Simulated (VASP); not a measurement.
Energy against volume of Lu (hcp). Computed with PW91 GGA, VASP's PBE PAW potentials (set 64) (plane waves; VASP). Numerical set-up: 520 eV cut-off, 12×12×7 Γ-centred mesh, first-order Methfessel-Paxton smearing of 0.10 eV, potentials Lu_3.

Shape and ions are relaxed at each volume.

```json
[
 {"V (Å³/atom)": "28.305", "E (eV/atom)": "-4.44881"},
 {"V (Å³/atom)": "29.181", "E (eV/atom)": "-4.45380"},
 {"V (Å³/atom)": "30.056", "E (eV/atom)": "-4.45076"},
 {"V (Å³/atom)": "30.932", "E (eV/atom)": "-4.44066"}
]
```

Problem. Fit these four points and predict the energy of the run at 27.430 Å³/atom.

Solution. A cubic in V^(−2/3), the third-order Birch-Murnaghan form, passes through the four points with V0 = 29.27 Å³/atom and B0 = 48 GPa, and gives -4.4347 eV/atom there. The run gave -4.4347 eV/atom, -0.0 meV/atom from the fit; all five points give B0 = 48 GPa.

The compound is Lu in the hcp structure. It was relaxed first.
